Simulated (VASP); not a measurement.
Level of theory: PBE GGA, VASP's PBE PAW potentials (set 64) (plane waves; VASP).

Input for VASP

INCAR:
```
SYSTEM = Ni
PREC = Accurate; ENCUT = 480; LREAL = .FALSE.
LASPH = .TRUE.
EDIFF = 1E-7; NELM = 100; ALGO = Normal
LMAXMIX = 4
ISMEAR = 1; SIGMA = 0.1
GGA = PE
ISPIN = 2; MAGMOM = 0.6
ISIF = 2
LWAVE = .FALSE.; LCHARG = .FALSE.; LORBIT = 10
```

**KPOINTS**
```
Automatic mesh
0
Gamma
16 16 16
0 0 0
```

### POSCAR
```
Ni
1
    0.0000000000     1.8090265625     1.8090265625
    1.8090265625     0.0000000000     1.8090265625
    1.8090265625     1.8090265625     0.0000000000
Ni
1
Direct
  0.0000000000   0.0000000000   0.0000000000
```

POTCAR, in this order: Ni (PBE.64 set). Program: vasp_std.

What VASP printed:

### OUTCAR
```
 ion  position               nearest neighbor table
   1  0.000  0.000  0.000-
  LATTYP: Found a face centered cubic cell.
 ALAT       =     3.6180531250
 Subroutine PRICEL returns:
 Original cell was already a primitive cell.
 Subroutine GETGRP returns: Found 48 space group operations
The static configuration has the point symmetry O_h .
The dynamic configuration has the point symmetry O_h .
The overall configuration has the point symmetry O_h .
 Subroutine INISYM returns: Found 48 space group operations
 Subroutine IBZKPT returns following result:
 Found    145 irreducible k-points:

 Following reciprocal coordinates:
            Coordinates               Weight
  0.000000  0.000000  0.000000      1.000000
  0.062500  0.000000  0.000000      8.000000
  0.125000  0.000000  0.000000      8.000000
  0.187500  0.000000  0.000000      8.000000
  0.250000  0.000000  0.000000      8.000000
  0.312500  0.000000  0.000000      8.000000
  0.375000  0.000000  0.000000      8.000000
  0.437500  0.000000  0.000000      8.000000
  0.500000  0.000000  0.000000      4.000000
  0.062500  0.062500  0.000000      6.000000
  0.125000  0.062500  0.000000     24.000000
  0.187500  0.062500  0.000000     24.000000
  0.250000  0.062500  0.000000     24.000000
  0.312500  0.062500  0.000000     24.000000
  0.375000  0.062500  0.000000     24.000000
  0.437500  0.062500  0.000000     24.000000
  0.500000  0.062500  0.000000     24.000000
 -0.437500  0.062500  0.000000     24.000000
 -0.375000  0.062500  0.000000     24.000000
 -0.312500  0.062500  0.000000     24.000000
 -0.250000  0.062500  0.000000     24.000000
 -0.187500  0.062500  0.000000     24.000000
 -0.125000  0.062500  0.000000     24.000000
 -0.062500  0.062500  0.000000     12.000000
...
```

### OSZICAR
```
       N       E                     dE             d eps       ncg     rms          rms(c)
DAV:   1     0.224507314374E+02    0.22451E+02   -0.45657E+03  5276   0.131E+03
DAV:   2    -0.603052261938E+01   -0.28481E+02   -0.27582E+02  5278   0.161E+02
DAV:   3    -0.643196934128E+01   -0.40145E+00   -0.40071E+00  6185   0.257E+01
DAV:   4    -0.643590666601E+01   -0.39373E-02   -0.39368E-02  6109   0.220E+00
DAV:   5    -0.643601259158E+01   -0.10593E-03   -0.10592E-03  6012   0.300E-01    0.933E+00
DAV:   6    -0.587577738312E+01    0.56024E+00   -0.19390E+01  5456   0.694E+01    0.682E+00
DAV:   7    -0.544039940663E+01    0.43538E+00   -0.37507E+00  5504   0.284E+01    0.167E+00
DAV:   8    -0.542867149362E+01    0.11728E-01   -0.17801E-02  7237   0.151E+00    0.887E-01
DAV:   9    -0.542610594936E+01    0.25655E-02   -0.25805E-03  7447   0.511E-01    0.250E-01
DAV:  10    -0.542545725710E+01    0.64869E-03   -0.11052E-03  7546   0.331E-01    0.537E-02
DAV:  11    -0.542547674103E+01   -0.19484E-04   -0.18409E-04  6434   0.175E-01    0.241E-02
DAV:  12    -0.542547667055E+01    0.70486E-07   -0.41534E-06  5877   0.293E-02    0.145E-02
DAV:  13    -0.542547614855E+01    0.52200E-06   -0.11856E-06  5732   0.158E-02    0.107E-02
DAV:  14    -0.542547641604E+01   -0.26749E-06   -0.11741E-06  3994   0.136E-02    0.799E-04
DAV:  15    -0.542547633703E+01    0.79008E-07   -0.11085E-08  2688   0.130E-03
   1 F= -.54254763E+01 E0= -.54255960E+01  d E =0.358927E-03  mag=     0.6272
```

File OUTCAR:
```
------------------------ aborting loop because EDIFF is reached ----------------------------------------
  FORCE on cell =-STRESS in cart. coord.  units (eV):
  Direction    XX          YY          ZZ          XY          YZ          ZX
  --------------------------------------------------------------------------------------
  Total       -1.0053575     -1.0053575     -1.0053575      0.0000000      0.0000000      0.0000000
  in kB     -136.0398958   -136.0398958   -136.0398958      0.0000000      0.0000000      0.0000000
  external PRESSURE =    -136.0398958 kB  Pullay stress =       0.0000000 kB
  volume of cell :       11.84
      direct lattice vectors                 reciprocal lattice vectors
     0.000000000  1.809026562  1.809026562    -0.276391740  0.276391740  0.276391740
     1.809026562  0.000000000  1.809026562     0.276391740 -0.276391740  0.276391740
     1.809026562  1.809026562  0.000000000     0.276391740  0.276391740 -0.276391740
 POSITION                                       TOTAL-FORCE (eV/Angst)
 -----------------------------------------------------------------------------------
      0.00000      0.00000      0.00000         0.000000      0.000000      0.000000
 -----------------------------------------------------------------------------------
    total drift:                                0.000000     -0.000000      0.000000
  FREE ENERGIE OF THE ION-ELECTRON SYSTEM (eV)
  ---------------------------------------------------
  free  energy   TOTEN  =        -5.4254763370 eV

  energy  without entropy=       -5.4258352644  energy(sigma->0) =       -5.42559598

 total charge

# of ion       s       p       d       tot
------------------------------------------
    1        0.463   0.427   8.283   9.173

 magnetization (x)

# of ion       s       p       d       tot
------------------------------------------
    1       -0.007  -0.024   0.679   0.647
```
(Selected blocks of OUTCAR.)

The compound is Ni in the fcc structure. This cell was strained or had an atom moved on purpose.
